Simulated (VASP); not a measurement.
Runs of VASP 6.6.1 on ScSi2. It takes space group P6/mmm (No. 191, hexagonal). The conventional cell has a = 3.660 Å, b = 3.660 Å, c = 3.870 Å, α = 90.00°, β = 90.00°, γ = 120.00°. Sc (site symmetry 6/mmm) is surrounded by 12 Si at 2.87 Å. Si (site symmetry -6m2) is surrounded by 3 Si at 2.11 Å. 

```csv
task,level,potentials or basis,k mesh,cutoff (eV),smearing,mesh quality,gap on the mesh (eV),pressure (GPa)
single point,PBE,"VASP PAW PBE potentials, release 64 (Sc_sv_GW, Si_GW)",4 × 4 × 3,450,gaussian 0.02 eV,coarse,none,25.3
single point,PBE,"VASP PAW PBE potentials, release 64 (Sc_sv, Si)",8 × 8 × 7,520,fermi-dirac 0.05 eV,not flagged,none,25.2
single point,PBE,"VASP PAW PBE potentials, release 64 (Sc_sv, Si)",8 × 8 × 7,520,gaussian 0.1 eV,not flagged,none,25.2
optical spectrum,PBEsol+D3,"VASP PAW PBE potentials, release 64 (Sc_sv, Si)",8 × 8 × 7,520,gaussian 0.01 eV,not flagged,none,(a)
electrostatic potential,PBE+dDsC,"VASP PAW PBE potentials, release 64 (Sc_sv, Si)",8 × 8 × 7,520,tetrahedron,not flagged,none,22.2
```

Alike in all rows: no spin polarisation; cell as given.

Q: Estimate the missing entries.

A: (a) 19.6.

Caveats: some runs use coarse meshes; so large a pressure means that the cell lies far from this level's equilibrium, or that cutoff or potentials fall short; pairwise dispersion overbinds metals, which lowers pressure and volume (some runs); the cutoff is under 1.25 times the usual one of these potentials, so pressure, stress and relaxed cells hold a basis-set (Pulay) error (some runs); the potentials were made for another functional, which shifts forces and pressure (some runs).

A k mesh can miss the band edges.

A gap of «none» marks a metal or a gap under the smearing width.

Not every run made on this cell is shown here.
